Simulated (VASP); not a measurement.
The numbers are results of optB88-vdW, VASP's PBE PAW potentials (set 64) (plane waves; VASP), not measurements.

Input for VASP

**KPOINTS**
```
Automatic mesh
0
Gamma
8 8 4
0 0 0
```

POSCAR:
```
GaN
1
    1.6220645687    -2.8094982067     0.0000000000
    1.6220645687     2.8094982067     0.0000000000
    0.0000000000     0.0000000000     5.2847180632
Ga N
2 2
Direct
  0.6666670000   0.3333330000   0.5001405845
  0.3333330000   0.6666670000   0.0001405845
  0.6666670000   0.3333330000   0.8768594155
  0.3333330000   0.6666670000   0.3768594155
```

INCAR:
```
# general
SYSTEM  =GaN
PREC    =Accurate
ENCUT   =520   # plane-wave cut-off (eV)
LREAL   =.FALSE.   # projection in real space or not
LASPH   =.TRUE.   # aspherical one-centre terms

# electronic loop
EDIFF   =1E-7   # SCF stop (eV)
NELM    =100   # most electronic steps
ALGO    =Normal   # blocked Davidson
LMAXMIX =4   # l cut-off of mixed one-centre charges

# smearing
ISMEAR  =0   # Gaussian
SIGMA   =0.05   # width (eV)

# functional
GGA     =BO
LUSE_VDW=.TRUE.
AGGAC   =0.0
PARAM1  =0.1833333333
PARAM2  =0.22

# ions
IBRION  =2   # conjugate gradients
NSW     =30   # most ionic steps
ISIF    =4
EDIFFG  =-0.01   # ionic stop

# output
LWAVE   =.FALSE.
LCHARG  =.FALSE.
```

POTCAR, in this order: Ga_d N (PBE.64 set). Program: vasp_std.

The resulting files:

**OSZICAR**
```
       N       E                     dE             d eps       ncg     rms          rms(c)
DAV:   1     0.289249657483E+03    0.28925E+03   -0.18530E+04  1380   0.301E+03
DAV:   2     0.188283821689E+02   -0.27042E+03   -0.26220E+03  1450   0.527E+02
DAV:   3    -0.176078500631E+02   -0.36436E+02   -0.36103E+02  1560   0.156E+02
DAV:   4    -0.190916372198E+02   -0.14838E+01   -0.14801E+01  1900   0.339E+01
DAV:   5    -0.191118807331E+02   -0.20244E-01   -0.20238E-01  1504   0.351E+00    0.112E+01
DAV:   6    -0.147979681948E+02    0.43139E+01   -0.17287E+01  2344   0.563E+01    0.309E+00
DAV:   7    -0.149086966680E+02   -0.11073E+00   -0.17095E+00  1412   0.119E+01    0.263E+00
DAV:   8    -0.149010608678E+02    0.76358E-02   -0.32584E-01  2306   0.785E+00    0.906E-01
DAV:   9    -0.148778646377E+02    0.23196E-01   -0.12213E-01  2298   0.552E+00    0.391E-01
DAV:  10    -0.148790073395E+02   -0.11427E-02   -0.63874E-03  1482   0.843E-01    0.163E-01
DAV:  11    -0.148786856325E+02    0.32171E-03   -0.21856E-03  1986   0.850E-01    0.404E-02
DAV:  12    -0.148787069840E+02   -0.21351E-04   -0.24474E-04  1418   0.115E-01    0.267E-02
DAV:  13    -0.148787096203E+02   -0.26364E-05   -0.52465E-05  2006   0.142E-01    0.194E-02
DAV:  14    -0.148787061649E+02    0.34554E-05   -0.14205E-05  2222   0.573E-02    0.616E-03
DAV:  15    -0.148787062285E+02   -0.63568E-07   -0.22701E-06  2074   0.142E-02    0.439E-04
DAV:  16    -0.148787062419E+02   -0.13423E-07   -0.16055E-07  1170   0.381E-03
   1 F= -.14878706E+02 E0= -.14878706E+02  d E =-.148787E+02
       N       E                     dE             d eps       ncg     rms          rms(c)
DAV:   1    -0.148790014218E+02   -0.29519E-03   -0.77992E-03  1472   0.759E-01    0.959E-02
DAV:   2    -0.148788448722E+02    0.15655E-03   -0.39966E-04  1622   0.323E-01    0.576E-02
DAV:   3    -0.148787512076E+02    0.93665E-04   -0.15584E-04  1858   0.196E-01    0.509E-03
DAV:   4    -0.148787548768E+02   -0.36692E-05   -0.43233E-05  1334   0.701E-02    0.324E-03
DAV:   5    -0.148787546971E+02    0.17978E-06   -0.15744E-06  1844   0.122E-02    0.111E-03
DAV:   6    -0.148787547262E+02   -0.29166E-07   -0.28393E-07  1324   0.525E-03
   2 F= -.14878755E+02 E0= -.14878755E+02  d E =-.484843E-04
```

File OUTCAR:
```
------------------------ aborting loop because EDIFF is reached ----------------------------------------
  FORCE on cell =-STRESS in cart. coord.  units (eV):
  Direction    XX          YY          ZZ          XY          YZ          ZX
  --------------------------------------------------------------------------------------
  Total       -1.4585280     -1.4585280     -1.4624469      0.0000000      0.0000000      0.0000000
  in kB      -48.5150687    -48.5150674    -48.6454228      0.0000000      0.0000000      0.0000000
  external PRESSURE =     -48.5585196 kB  Pullay stress =       0.0000000 kB
  volume of cell :       48.17
      direct lattice vectors                 reciprocal lattice vectors
     1.621417304 -2.808377113 -0.000000000     0.308372187 -0.178038768  0.000000000
     1.621417304  2.808377113  0.000000000     0.308372187  0.178038768  0.000000000
     0.000000000  0.000000000  5.288938189     0.000000000 -0.000000000  0.189073868
  FREE ENERGIE OF THE ION-ELECTRON SYSTEM (eV)
  ---------------------------------------------------
  free  energy   TOTEN  =       -14.8787547262 eV

  energy  without entropy=      -14.8787547262  energy(sigma->0) =      -14.87875473

 reached required accuracy - stopping structural energy minimisation
```
(Selected blocks of OUTCAR.)

**CONTCAR**
```
GaN
   1.00000000000000
     1.6214173038688608   -2.8083771125697559   -0.0000000000000000
     1.6214173038688608    2.8083771125697559    0.0000000000000000
     0.0000000000000000    0.0000000000000000    5.2889381892663749
  Ga              N
     2     2
Direct
     0.6666669999999968    0.3333330000000032    0.5002022573780096
     0.3333330000000032    0.6666669999999968    0.0002022573780096
     0.6666669999999968    0.3333330000000032    0.8767977426219928
     0.3333330000000032    0.6666669999999968    0.3767977426219928
```

The compound is GaN in the wurtzite structure. This cell is one point of a volume scan, at 1.03 of the reference volume. Symmetry was kept, so distortions that lower it aren't found.
